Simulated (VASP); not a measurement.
Data:

```xyz
2
Lattice="1.6222 -2.8097 0.0000 1.6222 2.8097 0.0000 0.0000 0.0000 5.1690" Properties=species:S:1:pos:R:3 pbc="T T T"
Mg     1.6222     0.9366     1.2923
Mg     1.6222    -0.9366     3.8768
```

These are RPBE GGA, VASP's PBE PAW potentials (set 64) (plane waves; VASP 6.6.1) values and carry that method's errors. Numerical set-up: 520 eV cut-off, 14×14×8 Γ-centred mesh, tetrahedra with Blöchl corrections, potentials Mg.

Task: What does the run give for the energy per atom (σ→0), band gap (on the k-mesh) with the smallest direct gap where there is one?

Result: 
The band gap (on the k-mesh) comes out as none (metal, semimetal or under 0.01 eV) and the energy per atom (σ→0) is -1.342 eV/atom.

The absolute energy has meaning only against runs of the same code, potentials and settings.

The compound is Mg in the hcp structure. It was relaxed first.
